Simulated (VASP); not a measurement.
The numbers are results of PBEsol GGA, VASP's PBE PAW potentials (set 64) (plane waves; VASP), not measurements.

Input for VASP

**KPOINTS**
```
K-points
0
G
 14 14 14
0 0 0
```

**POSCAR**
```
Au
1
    0.0000000000     2.0400000000     2.0400000000
    2.0400000000     0.0000000000     2.0400000000
    2.0400000000     2.0400000000     0.0000000000
Au
1
Direct
  0.0000000000   0.0000000000   0.0000000000
```

INCAR:
```
SYSTEM = Au
PREC = Accurate
ENCUT = 400
EDIFF = 1E-6
NELM = 100
ALGO = Normal
LREAL = .FALSE.
LASPH = .TRUE.
ISMEAR = 1
SIGMA = 0.1
GGA = PS
LMAXMIX = 6
LWAVE = .FALSE.
LCHARG = .FALSE.
IBRION = 2
ISIF = 3
NSW = 60
EDIFFG = -0.01
```

POTCAR, in this order: Au (PBE.64 set). Program: vasp_std.

Question: What will the output report for the number of irreducible k-points (NKPTS), number of bands (NBANDS), largest plane-wave count, number of space-group operations, FFT grid (NGX, NGY, NGZ)?

Answer: 
The number of irreducible k-points (NKPTS) is 104, the number of bands (NBANDS) comes out as 9 and the largest plane-wave count is 331. The number of space-group operations is 48 and the FFT grid (NGX, NGY, NGZ) comes out as 20 × 20 × 20.

The compound is Au in the fcc structure. This run relaxes it. Symmetry was kept, so distortions that lower it aren't found.
